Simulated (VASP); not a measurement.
Molecule: F2, in a box.

```xyz
2
Lattice="11.0000 0.0000 0.0000 0.0000 10.0000 0.0000 0.0000 0.0000 10.0000" Properties=species:S:1:pos:R:3 pbc="T T T"
F     4.9291    5.2334    4.7390
F     6.0969    4.8086    5.3290
```

Program: VASP 6.6.1. Alike in all runs: task single point; no spin polarisation; cell as given; k mesh 1 × 1 × 1; cutoff (eV) 520; smearing gaussian 0.01 eV. Hardware: 1 thread of AMD EPYC 9R45 (Zen 5), on a shared host.

Task: Order these runs on this cell by their wall time, lowest first.
A. level TPSS+TS; potentials or basis VASP PAW PBE potentials, release 64 (F)
B. level PBE0+D4; potentials or basis VASP PAW PBE potentials, release 64 (F); grid for exact exchange (PRECFOCK) Fast; exchange at q = 0 default
C. level LDA; potentials or basis VASP PAW LDA potentials, release 64 (F)

Result: C (27 s), B (140 s), A (310 s).

Runs at the PBE level aren't shown here.
